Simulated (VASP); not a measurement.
# Lattice vibrations of MoS2, part 3 of 5

Aim: the phonon dispersion and thermal properties of MoS2. The start is a cell from a database of measured crystal structures.

VASP 6.6.1; LDA, no spin polarisation; plane waves and PAW (Mo, S).

So far. Step 2 (Relax the host): The run ended after 16 ionic steps, 0.072 eV below its first step, once forces and stress met EDIFFG = -0.02. Step 3 (Tight relaxation): The run ended after 8 ionic steps, 0.000 eV below its first step, once forces and stress met EDIFFG = -0.002. The relaxed cell has a = 3.123, c = 12.047 Å (conventional setting).

The database entry behind the starting cell differs from later determinations by our own check (about 0.3 % long), so it need not match the best structure at ambient conditions.

**4. Born charges and dielectric tensor**

In a polar insulator long-range dipole fields split longitudinal from transverse optical modes; these two tensors supply that term.

The input, INCAR:

```
SYSTEM = MoS2
PREC = Accurate
ENCUT = 350
EDIFF = 1E-08
NELM = 120
ISMEAR = 0
SIGMA = 0.05
LREAL = .FALSE.
ALGO = Normal
GGA = CA
NBANDS = 24
LASPH = .TRUE.
LWAVE = .FALSE.
LCHARG = .FALSE.
KPAR = 4
LEPSILON = .TRUE.
```

The input, POSCAR:

```
MoS2
1.0
    3.1225548617      0.0000000000      0.0000000000
   -1.5612774308      2.7042118349      0.0000000000
    0.0000000000      0.0000000000     12.0472075054
Mo S
2 4
Direct
    0.6666666667      0.3333333333      0.7500000000
    0.3333333333      0.6666666667      0.2500000000
    0.6666666667      0.3333333333      0.3793064925
    0.3333333333      0.6666666667      0.8793064925
    0.6666666667      0.3333333333      0.1206935075
    0.3333333333      0.6666666667      0.6206935075
```

The input, KPOINTS:

```
Automatic mesh
0
Gamma
10 10 3
0 0 0
```

Potentials, in the order of the species: Mo and S (LDA family, release 64).

Launch:

```bash
$ mpirun -np 4 vasp_std
```

The log of the run:

```text
[... set-up lines as in an earlier step ...]
 entering main loop
       N       E                     dE             d eps       ncg     rms          rms(c)
DAV:   1     0.136798310309E+03    0.13680E+03   -0.13136E+04  1344   0.970E+02
DAV:   2    -0.418416040256E+02   -0.17864E+03   -0.17128E+03  1888   0.220E+02
DAV:   3    -0.516688792400E+02   -0.98273E+01   -0.97667E+01  1728   0.538E+01
DAV:   4    -0.518650155062E+02   -0.19614E+00   -0.19578E+00  1792   0.821E+00
DAV:   5    -0.518691573690E+02   -0.41419E-02   -0.41401E-02  1736   0.109E+00    0.382E+01
DAV:   6    -0.497009594395E+02    0.21682E+01   -0.14150E+01  1616   0.190E+01    0.139E+01
DAV:   7    -0.494017485245E+02    0.29921E+00   -0.78535E+00  1616   0.161E+01    0.101E+01
DAV:   8    -0.489776959109E+02    0.42405E+00   -0.12936E+00  1760   0.674E+00    0.249E+00
DAV:   9    -0.489805386877E+02   -0.28428E-02   -0.16073E-01  1864   0.213E+00    0.757E-01
DAV:  10    -0.489755436911E+02    0.49950E-02   -0.30354E-02  1792   0.984E-01    0.270E-01
DAV:  11    -0.489754033890E+02    0.14030E-03   -0.33834E-03  1784   0.356E-01    0.928E-02
DAV:  12    -0.489753504528E+02    0.52936E-04   -0.44814E-04  1752   0.137E-01    0.439E-02
DAV:  13    -0.489753505179E+02   -0.65097E-07   -0.27075E-05  1696   0.352E-02    0.291E-02
DAV:  14    -0.489753511652E+02   -0.64726E-06   -0.42947E-06  1720   0.103E-02    0.147E-02
DAV:  15    -0.489753512284E+02   -0.63260E-07   -0.49041E-06  1896   0.113E-02    0.793E-03
DAV:  16    -0.489753510569E+02    0.17149E-06   -0.35728E-07  1816   0.360E-03    0.485E-03
DAV:  17    -0.489753508486E+02    0.20835E-06   -0.80977E-07  1784   0.454E-03    0.172E-03
DAV:  18    -0.489753508619E+02   -0.13340E-07   -0.38913E-08  1640   0.143E-03    0.983E-04
DAV:  19    -0.489753508531E+02    0.88137E-08   -0.22755E-08  1352   0.892E-04
   1 F= -.48975351E+02 E0= -.48975351E+02  d E =-.830944E-13
 Linear response reoptimize wavefunctions to high precision
DAV:   1    -0.489753508537E+02   -0.55957E-09   -0.30555E-09  1224   0.323E-04
DAV:   2    -0.489753508537E+02   -0.50022E-11   -0.29828E-10  1016   0.975E-05
 Linear response G [H, r] |phi>, progress :
  Direction:   1
       N       E                     dE             d eps       ncg     rms
RMM:   1    -0.196272336105E+03   -0.19627E+03   -0.26084E+02  3536   0.910E+01
RMM:   2    -0.148459227552E+03    0.47813E+02   -0.18401E+01  2136   0.248E+01
RMM:   3    -0.148810775834E+03   -0.35155E+00   -0.11350E+00  2332   0.363E+00
RMM:   4    -0.148834076287E+03   -0.23300E-01   -0.34466E-02  2366   0.662E-01
RMM:   5    -0.148834980951E+03   -0.90466E-03   -0.26606E-03  2430   0.154E-01
RMM:   6    -0.148835043377E+03   -0.62426E-04   -0.11332E-04  2439   0.364E-02
RMM:   7    -0.148835043505E+03   -0.12785E-06   -0.33014E-04  2557   0.114E-02
RMM:   8    -0.148835042616E+03    0.88899E-06    0.55358E-04  2626   0.516E-03
RMM:   9    -0.148835043576E+03   -0.95971E-06    0.14763E-04  2611   0.376E-03
RMM:  10    -0.148835043238E+03    0.33825E-06   -0.54551E-05  2388   0.334E-03
RMM:  11    -0.148835043376E+03   -0.13817E-06   -0.16968E-04  2155   0.323E-03
RMM:  12    -0.148835042642E+03    0.73414E-06    0.19800E-05  2023   0.319E-03
RMM:  13    -0.148835044139E+03   -0.14974E-05   -0.16738E-04  1981   0.318E-03
 Linear response G [H, r] |phi>, progress :
  Direction:   2
       N       E                     dE             d eps       ncg     rms
RMM:   1    -0.202686070335E+03   -0.20269E+03   -0.40469E+02  3519   0.890E+01
RMM:   2    -0.159508958953E+03    0.43177E+02   -0.15929E+01  2206   0.227E+01
RMM:   3    -0.159820239159E+03   -0.31128E+00   -0.89762E-01  2353   0.318E+00
RMM:   4    -0.159839332893E+03   -0.19094E-01   -0.28897E-02  2349   0.596E-01
RMM:   5    -0.159839985117E+03   -0.65222E-03   -0.28175E-03  2421   0.146E-01
RMM:   6    -0.159840033807E+03   -0.48690E-04   -0.11127E-04  2432   0.349E-02
RMM:   7    -0.159840034318E+03   -0.51136E-06   -0.71621E-05  2553   0.112E-02
RMM:   8    -0.159840031889E+03    0.24293E-05    0.43457E-05  2606   0.507E-03
RMM:   9    -0.159840031765E+03    0.12400E-06   -0.11619E-04  2615   0.371E-03
RMM:  10    -0.159840032907E+03   -0.11414E-05   -0.13074E-04  2373   0.329E-03
RMM:  11    -0.159840034184E+03   -0.12771E-05   -0.15826E-04  2164   0.319E-03
RMM:  12    -0.159840034604E+03   -0.42069E-06   -0.11539E-05  2054   0.315E-03
RMM:  13    -0.159840034463E+03    0.14110E-06    0.78022E-06  2029   0.315E-03
 Linear response G [H, r] |phi>, progress :
  Direction:   3
       N       E                     dE             d eps       ncg     rms
RMM:   1    -0.193312359711E+03   -0.19331E+03   -0.21676E+02  3357   0.912E+01
RMM:   2    -0.155344469913E+03    0.37968E+02   -0.18945E+01  2094   0.227E+01
RMM:   3    -0.155808868911E+03   -0.46440E+00   -0.16429E+00  2279   0.366E+00
RMM:   4    -0.155835981290E+03   -0.27112E-01   -0.51761E-02  2301   0.685E-01
RMM:   5    -0.155837356320E+03   -0.13750E-02   -0.41443E-03  2368   0.161E-01
RMM:   6    -0.155837470271E+03   -0.11395E-03   -0.10028E-04  2427   0.391E-02
RMM:   7    -0.155837474616E+03   -0.43446E-05    0.17242E-04  2553   0.129E-02
RMM:   8    -0.155837486018E+03   -0.11402E-04    0.27622E-04  2607   0.604E-03
RMM:   9    -0.155837476478E+03    0.95398E-05    0.20253E-04  2544   0.443E-03
RMM:  10    -0.155837473629E+03    0.28486E-05    0.41195E-04  2368   0.393E-03
RMM:  11    -0.155837472520E+03    0.11093E-05    0.37481E-04  2193   0.381E-03
RMM:  12    -0.155837471763E+03    0.75699E-06    0.24343E-04  2103   0.378E-03
RMM:  13    -0.155837471336E+03    0.42656E-06    0.31217E-04  2041   0.379E-03
 Linear response to external field (no local field effect), progress :
  Direction:   1
       N       E                     dE             d eps       ncg     rms          rms(c)
RMM:   1    -0.412417639537E+01   -0.41242E+01   -0.25686E+01  2553   0.796E+00
RMM:   2    -0.425682270719E+01   -0.13265E+00   -0.20364E-01  2179   0.157E+00
RMM:   3    -0.426391505411E+01   -0.70923E-02   -0.57867E-03  2336   0.263E-01
RMM:   4    -0.426416339440E+01   -0.24834E-03   -0.59502E-04  2378   0.566E-02
RMM:   5    -0.426418375679E+01   -0.20362E-04   -0.45812E-05  2416   0.146E-02
RMM:   6    -0.426418540741E+01   -0.16506E-05   -0.48399E-06  2350   0.381E-03
RMM:   7    -0.426418550676E+01   -0.99347E-07   -0.51931E-07  2148   0.120E-03
RMM:   8    -0.426418551503E+01   -0.82714E-08   -0.16247E-06  1917   0.514E-04
RMM:   9    -0.426418551124E+01    0.37918E-08   -0.15536E-06  1815   0.354E-04
RMM:  10    -0.426418551652E+01   -0.52766E-08    0.10048E-06  1655   0.314E-04
RMM:  11    -0.426418551774E+01   -0.12211E-08   -0.84225E-07  1477   0.305E-04
RMM:  12    -0.426418551758E+01    0.15841E-09    0.34925E-07  1422   0.303E-04
RMM:  13    -0.426418551854E+01   -0.95680E-09   -0.64713E-08  1386   0.303E-04
 change of polarisation eV/A/(eV/A) component  1 :     8.528    -1.100    -0.028
 dielectric tensor                  component  1 :    16.170    -1.957    -0.049
 Linear response to external field (no local field effect), progress :
  Direction:   2
       N       E                     dE             d eps       ncg     rms          rms(c)
RMM:   1    -0.419369029809E+01   -0.41937E+01   -0.25342E+01  2558   0.821E+00
RMM:   2    -0.431006307808E+01   -0.11637E+00   -0.19289E-01  2190   0.156E+00
RMM:   3    -0.431611104302E+01   -0.60480E-02   -0.55120E-03  2326   0.261E-01
RMM:   4    -0.431632101957E+01   -0.20998E-03   -0.48639E-04  2360   0.556E-02
RMM:   5    -0.431633546914E+01   -0.14450E-04   -0.32350E-05  2398   0.136E-02
RMM:   6    -0.431633679231E+01   -0.13232E-05   -0.40610E-06  2345   0.376E-03
RMM:   7    -0.431633687167E+01   -0.79364E-07   -0.34679E-07  2154   0.116E-03
RMM:   8    -0.431633688004E+01   -0.83680E-08    0.65518E-07  1919   0.537E-04
RMM:   9    -0.431633687878E+01    0.12613E-08    0.42604E-07  1808   0.385E-04
RMM:  10    -0.431633688261E+01   -0.38372E-08   -0.57237E-07  1625   0.349E-04
RMM:  11    -0.431633687957E+01    0.30462E-08    0.25411E-07  1489   0.343E-04
RMM:  12    -0.431633687897E+01    0.59620E-09   -0.84558E-07  1426   0.340E-04
RMM:  13    -0.431633688193E+01   -0.29597E-08   -0.43264E-07  1381   0.341E-04
 change of polarisation eV/A/(eV/A) component  2 :    -1.100     8.633     0.043
 dielectric tensor                  component  2 :    -1.957    16.356     0.077
 Linear response to external field (no local field effect), progress :
  Direction:   3
       N       E                     dE             d eps       ncg     rms          rms(c)
RMM:   1    -0.261607617734E+01   -0.26161E+01   -0.12880E+01  2565   0.751E+00
RMM:   2    -0.273588726382E+01   -0.11981E+00   -0.94420E-02  2131   0.134E+00
RMM:   3    -0.273908592733E+01   -0.31987E-02   -0.42327E-03  2288   0.213E-01
RMM:   4    -0.273923504241E+01   -0.14912E-03   -0.21277E-04  2348   0.431E-02
RMM:   5    -0.273924424505E+01   -0.92026E-05   -0.24887E-05  2412   0.107E-02
RMM:   6    -0.273924483888E+01   -0.59383E-06   -0.62620E-07  2288   0.253E-03
RMM:   7    -0.273924487395E+01   -0.35072E-07   -0.36740E-07  2105   0.936E-04
RMM:   8    -0.273924488771E+01   -0.13754E-07   -0.73534E-07  1822   0.550E-04
RMM:   9    -0.273924487807E+01    0.96359E-08    0.34658E-07  1666   0.469E-04
RMM:  10    -0.273924488304E+01   -0.49719E-08    0.13511E-06  1515   0.452E-04
RMM:  11    -0.273924487641E+01    0.66336E-08    0.49628E-07  1451   0.448E-04
RMM:  12    -0.273924487836E+01   -0.19491E-08    0.24639E-06  1427   0.445E-04
 change of polarisation eV/A/(eV/A) component  3 :    -0.028     0.043     5.479
 dielectric tensor                  component  3 :    -0.049     0.077    10.745
 Linear response to external field, progress :
  Direction:   1
       N       E                     dE             d eps       ncg     rms          rms(c)
RMM:   1    -0.415683512027E+01   -0.41568E+01   -0.25493E+01  5653   0.803E+00
RMM:   2    -0.428361919821E+01   -0.12678E+00   -0.19237E-01  4813   0.154E+00    0.389E+00
RMM:   3    -0.410532495827E+01    0.17829E+00   -0.15522E-01  5099   0.175E+00    0.210E+00
RMM:   4    -0.418519752591E+01   -0.79873E-01   -0.12819E-01  5099   0.162E+00    0.407E-01
RMM:   5    -0.420875319183E+01   -0.23556E-01   -0.60225E-03  5252   0.402E-01    0.513E-02
RMM:   6    -0.420542904384E+01    0.33241E-02   -0.16598E-04  5311   0.771E-02    0.251E-02
RMM:   7    -0.420515522128E+01    0.27382E-03   -0.11174E-04  5326   0.216E-02    0.126E-02
RMM:   8    -0.420580634915E+01   -0.65113E-03    0.21859E-05  5354   0.900E-03    0.279E-03
RMM:   9    -0.420604063059E+01   -0.23428E-03    0.14816E-05  5356   0.390E-03    0.117E-03
RMM:  10    -0.420603970113E+01    0.92946E-06    0.89442E-06  5546   0.113E-03    0.162E-04
RMM:  11    -0.420603366028E+01    0.60408E-05    0.52764E-06  5510   0.470E-04    0.720E-05
RMM:  12    -0.420603560750E+01   -0.19472E-05    0.25126E-06  4393   0.319E-04    0.113E-05
RMM:  13    -0.420603552289E+01    0.84608E-07    0.19911E-06  3232   0.288E-04    0.498E-06
 change of polarisation eV/A/(eV/A) component  1 :     8.027    -0.241    -0.022
 dielectric tensor                  component  1 :    15.278    -0.428    -0.039
 Linear response to external field, progress :
  Direction:   2
       N       E                     dE             d eps       ncg     rms          rms(c)
RMM:   1    -0.417242310774E+01   -0.41724E+01   -0.25649E+01  5650   0.803E+00
RMM:   2    -0.428415787116E+01   -0.11173E+00   -0.18566E-01  4804   0.152E+00    0.389E+00
RMM:   3    -0.410535133527E+01    0.17881E+00   -0.15458E-01  5062   0.175E+00    0.210E+00
RMM:   4    -0.418517985445E+01   -0.79829E-01   -0.12823E-01  5078   0.162E+00    0.408E-01
RMM:   5    -0.420823339437E+01   -0.23054E-01   -0.63376E-03  5229   0.403E-01    0.729E-02
RMM:   6    -0.420653933882E+01    0.16941E-02   -0.78534E-05  5268   0.902E-02    0.302E-02
RMM:   7    -0.420496916408E+01    0.15702E-02   -0.84603E-06  5314   0.304E-02    0.145E-02
RMM:   8    -0.420581349484E+01   -0.84433E-03   -0.34685E-05  5461   0.943E-03    0.303E-03
RMM:   9    -0.420602138297E+01   -0.20789E-03    0.18245E-05  5358   0.341E-03    0.914E-04
RMM:  10    -0.420603962489E+01   -0.18242E-04    0.14884E-05  5593   0.994E-04    0.170E-04
RMM:  11    -0.420603937420E+01    0.25069E-06    0.36822E-06  5277   0.442E-04    0.744E-05
RMM:  12    -0.420603851527E+01    0.85893E-06    0.13332E-06  4473   0.335E-04    0.349E-05
RMM:  13    -0.420603905856E+01   -0.54330E-06    0.15284E-07  3482   0.304E-04    0.699E-06
 change of polarisation eV/A/(eV/A) component  2 :    -0.234     8.027    -0.001
 dielectric tensor                  component  2 :    -0.416    15.278    -0.001
 Linear response to external field, progress :
  Direction:   3
       N       E                     dE             d eps       ncg     rms          rms(c)
RMM:   1    -0.261607617734E+01   -0.26161E+01   -0.12880E+01  2565   0.751E+00
RMM:   2    -0.273595419538E+01   -0.11988E+00   -0.94887E-02  2132   0.134E+00    0.484E+00
RMM:   3    -0.199301129534E+01    0.74294E+00   -0.45564E+00  2160   0.560E+00    0.204E+00
RMM:   4    -0.188816085327E+01    0.10485E+00   -0.34061E-01  2275   0.158E+00    0.102E+00
RMM:   5    -0.189529485373E+01   -0.71340E-02   -0.45893E-02  2238   0.836E-01    0.407E-01
RMM:   6    -0.189890181819E+01   -0.36070E-02   -0.39444E-03  2373   0.195E-01    0.341E-01
RMM:   7    -0.190364936592E+01   -0.47475E-02   -0.77590E-04  2323   0.931E-02    0.140E-01
RMM:   8    -0.190334406673E+01    0.30530E-03   -0.19240E-03  2413   0.139E-01    0.561E-02
RMM:   9    -0.190354685629E+01   -0.20279E-03   -0.14228E-04  2409   0.290E-02    0.497E-02
RMM:  10    -0.190390007637E+01   -0.35322E-03   -0.11893E-04  2490   0.165E-02    0.831E-03
RMM:  11    -0.190387360302E+01    0.26473E-04   -0.15811E-04  2532   0.555E-03    0.302E-03
RMM:  12    -0.190384470206E+01    0.28901E-04   -0.68549E-05  2402   0.282E-03    0.981E-04
RMM:  13    -0.190383392228E+01    0.10780E-04   -0.53029E-05  2573   0.148E-03    0.126E-03
RMM:  14    -0.190383478945E+01   -0.86717E-06   -0.71381E-05  2511   0.641E-04    0.306E-04
RMM:  15    -0.190383274348E+01    0.20460E-05   -0.37599E-05  2572   0.384E-04    0.407E-05
RMM:  16    -0.190383303168E+01   -0.28820E-06   -0.37959E-05  1804   0.307E-04    0.200E-05
RMM:  17    -0.190383246201E+01    0.56967E-06   -0.35973E-05  1585   0.298E-04    0.111E-05
RMM:  18    -0.190383232630E+01    0.13571E-06   -0.32115E-05  1561   0.299E-04    0.724E-06
 change of polarisation eV/A/(eV/A) component  3 :    -0.026     0.045     3.664
 dielectric tensor                  component  3 :    -0.046     0.080     7.517
 Born effective charges drift removed
```

Elapsed: 77 s, on 4 MPI ranks of Intel Xeon 6975P-C (Granite Rapids), shared host; peak memory 1.3 GiB; 4.5 min of CPU time.

Parts of OUTCAR (step 4):

```text
  LATTYP: Found a hexagonal cell.
 ALAT       =     3.1225548617
 C/A-ratio  =     3.8581251696

 Found     28 irreducible k-points:

   ENCUT  =  350.0 eV  25.72 Ry    5.07 a.u.   4.76  4.76 18.38*2*pi/ulx,y,z

   NELECT =      36.0000    total number of electrons

  Total       -0.0064025     -0.0064025     -0.0111479     -0.0000000     -0.0000000      0.0000000
  in kB       -0.1008385     -0.1008385     -0.1755768     -0.0000000     -0.0000000      0.0000000
  external PRESSURE =      -0.1257512 kB  Pullay stress =       0.0000000 kB

  energy-cutoff  :      350.00
  volume of cell :      101.73
      direct lattice vectors                 reciprocal lattice vectors
     3.122554862  0.000000000  0.000000000     0.320250578  0.184896758  0.000000000
    -1.561277431  2.704211835  0.000000000     0.000000000  0.369793515  0.000000000
     0.000000000  0.000000000 12.047207505     0.000000000  0.000000000  0.083006788

 POSITION                                       TOTAL-FORCE (eV/Angst)
 -----------------------------------------------------------------------------------
      1.56128      0.90140      9.03541        -0.000000      0.000000      0.000000
     -0.00000      1.80281      3.01180         0.000000      0.000000      0.000000
      1.56128      0.90140      4.56958        -0.000000     -0.000000      0.000239
     -0.00000      1.80281     10.59319         0.000000     -0.000000      0.000239
      1.56128      0.90140      1.45402        -0.000000     -0.000000     -0.000239
     -0.00000      1.80281      7.47762        -0.000000      0.000000     -0.000239
 -----------------------------------------------------------------------------------
    total drift:                               -0.000000      0.000000     -0.000000

 MACROSCOPIC STATIC DIELECTRIC TENSOR (including local field effects in DFT)
 ------------------------------------------------------
          15.277666     0.000000     0.000000
           0.000000    15.277666     0.000000
           0.000000     0.000000     7.516955
 ------------------------------------------------------

 PIEZOELECTRIC TENSOR (including local field effects)  for field in x, y, z        (C/m^2)
          XX          YY          ZZ          XY          YZ          ZX
  --------------------------------------------------------------------------------
  x     0.00000     0.00000     0.00000     0.00000     0.00000     0.00000
  y     0.00000     0.00000     0.00000     0.00000     0.00000     0.00000
  z     0.00000     0.00000     0.00000     0.00000     0.00000     0.00000

 BORN EFFECTIVE CHARGES (including local field effects) (in |e|, cummulative output)
 ---------------------------------------------------------------------------------
 ion    1
    1    -1.21128    -0.00000     0.00000
    2    -0.00000    -1.21128     0.00000
    3     0.00000    -0.00000    -0.83743
 ion    2
    1    -1.21128    -0.00000     0.00000
    2    -0.00000    -1.21128     0.00000
    3     0.00000     0.00000    -0.83743
 ion    3
    1     0.60564     0.00000    -0.00000
    2     0.00000     0.60564    -0.00000
    3     0.00000     0.00000     0.41872
 ion    4
    1     0.60564     0.00000     0.00000
    2     0.00000     0.60564     0.00000
    3     0.00000     0.00000     0.41872
 ion    5
    1     0.60564     0.00000     0.00000
    2     0.00000     0.60564     0.00000
    3     0.00000     0.00000     0.41872
 ion    6
    1     0.60564     0.00000    -0.00000
    2     0.00000     0.60564    -0.00000
    3     0.00000     0.00000     0.41872

[... 5 parts as in an earlier step ...]

[... 2 further parts left out ...]
```

Energies printed during the response cycles are not total energies of the cell. The dielectric response converges more slowly with the mesh than energies do, so tensor and charges may still move on a finer one.

This step gave:

| Item | Value |
| --- | --- |
| pressure | -0.01258 GPa |
| gap on the k-mesh | 0.7644 eV |

Electronic dielectric tensor with local fields:

```
15.28  0.00  0.00
 0.00 15.28  0.00
 0.00  0.00  7.52
```

Born effective charge (e), principal values of the symmetric part by kind of site:

```
atom  atoms with these values    low  middle   high   mean
 Mo1                        2  -1.21   -1.21  -0.84  -1.09
  S3                        4   0.42    0.61   0.61   0.54
```

In full for Mo1:

```
-1.21  0.00  0.00
 0.00 -1.21  0.00
 0.00  0.00 -0.84
```

[end of part 3 of 5]

[Lines on the potential files, build, host, timing and source positions are cut from VASP's logs without a mark.]

[Logs are printed without paths, hosts, clocks, repeated set-up lines and the standing remarks that a program may print on its own settings, such as how far it seeks lower states.]

[Hosts, paths, dates, database ids (printed as entryN), source tags and the programs' standing remarks are cut or masked in the printed files.]

[Runs that stopped without an error message from VASP are left out.]
